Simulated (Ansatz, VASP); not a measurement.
## Cu12C (Cu(111)-(r3xr3)R30-C, hcp site): VASP beside Ansatz

One calculation is typed for both programs; each brings its own data sets. How far apart do they land? The cell is taken from a series of runs on this material, whose earlier steps may have relaxed, scaled, displaced or heated it; both programs get it as it stands.

Main program and level: Ansatz 0.2.0; plane waves, with VASP 6.6.1 beside it; single point at PBE.

### Step 1. Set-up

The cell holds 13 atoms: 12 Cu and 1 C. Cell: a = 4.421 Å, b = 4.421 Å, c = 24.778 Å, α = 90.0°, β = 90.0°, γ = 60.0°. Vacuum lies along c.

Structure file:

```xyz
13
Lattice="4.4213 0.0000 0.0000 2.2107 3.8290 0.0000 0.0000 0.0000 24.7783" Properties=species:S:1:pos:R:3
Cu    6.6320    3.8290    8.5000
Cu    2.2107    1.2763    8.5000
Cu    4.4213    2.5527    8.5000
Cu    1.4738    2.5527   10.5842
Cu    1.4738    0.0000   10.5842
Cu    3.6844    1.2763   10.5842
Cu    0.7369    1.2763   12.6575
Cu    2.9476    2.5527   12.6575
Cu    2.9476    0.0000   12.7247
Cu    0.1878    0.0000   14.8454
Cu    2.1167    1.4390   14.8454
Cu    4.3274    2.3900   14.8454
C     2.9476    0.0000   15.5899
```

### Step 2. VASP: single point, PBE

A single point gives forces, pressure and levels at one fixed geometry, so differences don't come from the geometry; what else differs is listed under the comparison.

Lines of VASP's logs that name or quote its potential files are left out, and so is its time.

Input file INCAR:

```
SYSTEM = Cu12C
PREC = Accurate
ENCUT = 520
EDIFF = 1E-06
NELM = 120
ISMEAR = -1
SIGMA = 0.05
LREAL = .FALSE.
ALGO = Normal
GGA = PE
NBANDS = 84
LASPH = .TRUE.
LORBIT = 11
LWAVE = .FALSE.
LCHARG = .FALSE.
ISIF = 2
LDIPOL = .TRUE.
IDIPOL = 3
DIPOL = 0.5 0.5 0.483
LVHAR = .TRUE.
GGA_COMPAT = .FALSE.
NELMDL = -8
KPAR = 4
```

Input file POSCAR:

```
Cu12C
1.0
    4.4213289857      0.0000000000      0.0000000000
    2.2106644929      3.8289832201      0.0000000000
    0.0000000000      0.0000000000     24.7782981627
Cu C
12 1
Direct
    0.9999999984      1.0000000000      0.3430421228
    0.3333333350      0.3333333317      0.3430421228
    0.6666666667      0.6666666683      0.3430421228
    0.0000000000      0.6666666667      0.4271574425
    0.3333333334      0.0000000000      0.4271574425
    0.6666666667      0.3333333333      0.4271574425
    0.0000000000      0.3333333333      0.5108316745
    0.3333333334      0.6666666667      0.5108316745
    0.6666666667      0.0000000000      0.5135433340
    0.0424858606      0.0000000000      0.5991290306
    0.2908474728      0.3758191939      0.5991290306
    0.6666666667      0.6241808061      0.5991290306
    0.6666666667      0.0000000000      0.6291740732
```

Input file KPOINTS:

```
Automatic mesh
0
Gamma
18 18 1
0 0 0
```

Potentials, in the order of the species: Cu and C (PBE family, release 64).

Command:

```console
mpirun -np 4 vasp_std
```

Numbers of over 12 decimals in the logs are rounded to 6 here.

The program printed:

```text
[banner, memory and clock lines left out]
running    4 mpi-ranks, on    1 nodes
 distrk:  each k-point on    1 cores,    4 groups
 distr:  one band on    1 cores,    1 groups

 POSCAR found type information on POSCAR CuC
 POSCAR found :  2 types and      13 ions
 LDA part: xc-table for (Slater+PW92), standard interpolation
 POSCAR, INCAR and KPOINTS ok, starting setup
 FFT: planning ... GRIDC
 FFT: planning ... GRID_SOFT
 FFT: planning ... GRID
 WAVECAR not read
 entering main loop
       N       E                     dE             d eps       ncg     rms          rms(c)
DAV:   1     0.127935593025E+04    0.12794E+04   -0.57960E+04  6216   0.199E+03
DAV:   2     0.119600301584E+03   -0.11598E+04   -0.11198E+04  6216   0.434E+02
DAV:   3    -0.463676496423E+02   -0.16597E+03   -0.15611E+03  6860   0.213E+02
DAV:   4    -0.615719041488E+02   -0.15204E+02   -0.14241E+02  8872   0.692E+01
DAV:   5    -0.622617772096E+02   -0.68987E+00   -0.68635E+00  9416   0.145E+01
DAV:   6    -0.622708194628E+02   -0.90423E-02   -0.90401E-02  9336   0.176E+00
DAV:   7    -0.622709912319E+02   -0.17177E-03   -0.17176E-03  9528   0.216E-01
DAV:   8    -0.622709941823E+02   -0.29504E-05   -0.29503E-05  9272   0.295E-02    0.305E+01
DAV:   9    -0.597033438566E+02    0.25677E+01   -0.16069E+02  7836   0.165E+02    0.206E+01
DAV:  10    -0.576680180806E+02    0.20353E+01   -0.11216E+02  9348   0.204E+02    0.248E+01
DAV:  11    -0.483796903748E+02    0.92883E+01   -0.47071E+01 10032   0.963E+01    0.454E+00
DAV:  12    -0.481747400399E+02    0.20495E+00   -0.67696E+00  9488   0.369E+01    0.311E+00
DAV:  13    -0.483004923929E+02   -0.12575E+00   -0.29708E+00  7296   0.284E+01    0.217E+00
DAV:  14    -0.482391339490E+02    0.61358E-01   -0.42826E-01  7324   0.178E+01    0.148E+00
[...]
DAV:  27    -0.482033821335E+02   -0.18698E-04   -0.46404E-06  5528   0.587E-02    0.170E-03
DAV:  28    -0.482033966583E+02   -0.14525E-04   -0.23309E-06  4428   0.268E-02    0.302E-03
DAV:  29    -0.482034019416E+02   -0.52832E-05   -0.20094E-06  4740   0.301E-02    0.166E-03
DAV:  30    -0.482034046465E+02   -0.27049E-05   -0.55087E-07  4208   0.109E-02    0.777E-04
DAV:  31    -0.482034102434E+02   -0.55969E-05   -0.28844E-07  4084   0.108E-02    0.100E-03
DAV:  32    -0.482034138798E+02   -0.36363E-05   -0.24548E-07  4168   0.650E-03    0.470E-04
DAV:  33    -0.482034153228E+02   -0.14431E-05   -0.10362E-07  4016   0.325E-03    0.279E-04
DAV:  34    -0.482034157428E+02   -0.41999E-06   -0.35109E-08  3996   0.168E-03
   1 F= -.48203416E+02 E0= -.48187542E+02  d E =-.317467E-01
```

Parts of OUTCAR (step 2):

```text
ion  position               nearest neighbor table
   1  1.000  0.000  0.343-   2 2.55   3 2.55   6 2.55   4 2.55   5 2.55   3 2.55   2 2.55   3 2.55
                             2 2.55
   2  0.333  0.333  0.343-   1 2.55   3 2.55   6 2.55   5 2.55   4 2.55   3 2.55   1 2.55   1 2.55
                             3 2.55
   3  0.667  0.667  0.343-   2 2.55   1 2.55   5 2.55   4 2.55   6 2.55   2 2.55   1 2.55   1 2.55
                             2 2.55
   4  0.000  0.667  0.427-   8 2.54   7 2.54   3 2.55   1 2.55   5 2.55   6 2.55   6 2.55   5 2.55
                             5 2.55   6 2.55   2 2.55   9 2.60
   5  0.333  0.000  0.427-   8 2.54   7 2.54   3 2.55   2 2.55   4 2.55   6 2.55   6 2.55   6 2.55
                             4 2.55   4 2.55   1 2.55   9 2.60
   6  0.667  0.333  0.427-   7 2.54   8 2.54   1 2.55   2 2.55   4 2.55   5 2.55   5 2.55   4 2.55
                             5 2.55   4 2.55   3 2.55   9 2.60
   7  0.000  0.333  0.511-   6 2.54   5 2.54   4 2.54   8 2.55   8 2.55   8 2.55   9 2.55   9 2.55
                             9 2.55  10 2.59  12 2.59  11 2.59
   8  0.333  0.667  0.511-   5 2.54   6 2.54   4 2.54   7 2.55   7 2.55   7 2.55   9 2.55   9 2.55
                             9 2.55  12 2.59  10 2.59  11 2.59
   9  0.667  0.000  0.514-   7 2.55   8 2.55   8 2.55   7 2.55   7 2.55   8 2.55   4 2.60   5 2.60
                             6 2.60  11 2.69  10 2.69  12 2.69
  10  0.042  0.000  0.599-  13 1.82  12 2.41  12 2.41  11 2.41  11 2.41   7 2.59   8 2.59   9 2.69

  LATTYP: Found a hexagonal cell.
 ALAT       =     4.4213289857
 C/A-ratio  =     5.6042647454

 Subroutine GETGRP returns: Found  6 space group operations
 (whereof  2 operations were pure point group operations)

The static configuration has the point symmetry C_1h.
 The point group associated with its full space group is C_3v.

 Found     37 irreducible k-points:

   k-points           NKPTS =     37   k-points in BZ     NKDIM =     37   number of bands    NBANDS=     84

   dimension x,y,z NGX =    36 NGY =   36 NGZ =  192
   dimension x,y,z NGXF=    72 NGYF=   72 NGZF=  384

   ENCUT  =  520.0 eV  38.22 Ry    6.18 a.u.   8.22  8.22 46.07*2*pi/ulx,y,z

   NELECT =     136.0000    total number of electrons

 k-points in reciprocal lattice and weights: Automatic mesh
   0.00000000  0.00000000  0.00000000       0.003
   0.05555556 -0.00000000  0.00000000       0.019
   0.11111111 -0.00000000  0.00000000       0.019
   0.16666667  0.00000000  0.00000000       0.019
   0.22222222  0.00000000  0.00000000       0.019
   0.27777778  0.00000000  0.00000000       0.019
   0.33333333  0.00000000  0.00000000       0.019
   0.38888889  0.00000000  0.00000000       0.019
   0.44444444  0.00000000  0.00000000       0.019
[...]
-0.38888889  0.27777778  0.00000000       0.037
  -0.33333333  0.33333333  0.00000000       0.006

 dipolmoment           0.000000      0.000000      0.064969 electrons x Angstroem

 average (electrostatic) potential at core
       1 -71.6273       2 -71.6273       3 -71.6273       4 -71.8825       5 -71.8825
       6 -71.8825       7 -71.8844       8 -71.8844       9 -71.8345      10 -72.4596
      11 -72.4596      12 -72.4596      13 -55.9269

 E-fermi :  -0.6078

 k-point     1 :       0.0000    0.0000    0.0000
  band No.  band energies     occupation
    ...
     63      -2.2447      2.00000
     64      -2.2447      2.00000
     65      -1.3271      2.00000
     66      -1.0742      1.99982
     67      -1.0742      1.99982
     68       0.7420      0.00000
     69       1.5376      0.00000
     70       2.6025      0.00000
     71       2.8506      0.00000
     72       2.8506      0.00000
    ...

 k-point     2 :       0.0556   -0.0000    0.0000
  band No.  band energies     occupation
    ...
     63      -2.2778      2.00000
     64      -2.2439      2.00000
     65      -1.2494      1.99999
     66      -1.1441      1.99996
     67      -1.0692      1.99980
     68       0.8009      0.00000
     69       1.5817      0.00000
     70       2.0106      0.00000
     71       2.3697      0.00000
     72       2.5161      0.00000
    ...

 k-point     3 :       0.1111   -0.0000    0.0000
  band No.  band energies     occupation
    ...
     63      -2.2395      2.00000
     64      -2.2226      2.00000
     65      -1.3629      2.00000
     66      -1.0585      1.99976
     67      -1.0084      1.99934
     68       0.9027      0.00000
     69       1.1563      0.00000
     70       1.7042      0.00000
     71       1.8183      0.00000
     72       1.9505      0.00000
    ...

  Total        3.6762631      3.6762631      0.2443976      0.0000000      0.0000000     -0.0000000
  in kB       14.0413672     14.0413672      0.9334687      0.0000000      0.0000000     -0.0000000
  external PRESSURE =       9.6720677 kB  Pullay stress =       0.0000000 kB

  energy-cutoff  :      520.00
  volume of cell :      419.48
      direct lattice vectors                 reciprocal lattice vectors
     4.421328986  0.000000000  0.000000000     0.226176338 -0.130582970  0.000000000
     2.210664493  3.828983220  0.000000000     0.000000000  0.261165939  0.000000000
     0.000000000  0.000000000 24.778298163     0.000000000  0.000000000  0.040357897

 POSITION                                       TOTAL-FORCE (eV/Angst)
 -----------------------------------------------------------------------------------
      4.42133      0.00000      8.50000        -0.023321     -0.000000     -0.043346
      2.21066      1.27633      8.50000         0.011660     -0.020196     -0.043346
      4.42133      2.55266      8.50000         0.011660      0.020196     -0.043346
      1.47378      2.55266     10.58423        -0.034555      0.059851      0.037537
      1.47378      0.00000     10.58423         0.069109     -0.000000      0.037537
      3.68444      1.27633     10.58423        -0.034555     -0.059851      0.037537
      0.73689      1.27633     12.65754        -0.000000     -0.000000      0.006838
      2.94755      2.55266     12.65754         0.000000     -0.000000      0.006838
      2.94755      0.00000     12.72473        -0.000000     -0.000000      0.004758
      0.18784      0.00000     14.84540         0.051369     -0.000000     -0.017219
      2.11674      1.43901     14.84540        -0.025684      0.044487     -0.017219
      4.32741      2.38998     14.84540        -0.025684     -0.044487     -0.017219
      2.94755      0.00000     15.58986         0.000000     -0.000000      0.050652
 -----------------------------------------------------------------------------------
    total drift:                               -0.000002      0.000005     -0.002160

  FREE ENERGIE OF THE ION-ELECTRON SYSTEM (eV)
  ---------------------------------------------------
  free  energy   TOTEN  =       -48.2034157428 eV

  energy  without entropy=      -48.1716690012  energy(sigma->0) =      -48.18754237

 vacuum level on the upper side and lower side of the slab         4.897         4.203

 total charge
# of ion       s       p       d       tot
------------------------------------------
    1        0.453   0.293   9.185   9.932
    2        0.453   0.293   9.185   9.932
    3        0.453   0.293   9.185   9.932
    4        0.443   0.377   9.180  10.000
    5        0.443   0.377   9.180  10.000
    6        0.443   0.377   9.180  10.000
    7        0.446   0.373   9.185  10.005
    8        0.446   0.373   9.185  10.005
    9        0.418   0.350   9.185   9.953
   10        0.508   0.472   9.152  10.132
   11        0.508   0.472   9.152  10.132
   12        0.508   0.472   9.152  10.132
   13        0.947   1.327   0.000   2.274
--------------------------------------------------
tot          6.470   5.851 110.106 122.427

[... 3 further parts left out ...]
```

(Part 1 of 2 ends here.)

[Lines on the potential files, build, host, timing and source positions are cut from VASP's logs without a mark.]

[Logs are printed without paths, hosts, clocks, repeated set-up lines and the standing remarks that a program may print on its own settings, such as how far it seeks lower states.]

[Hosts, paths, dates, database ids (printed as entryN), source tags and the programs' standing remarks are cut or masked in the printed files.]
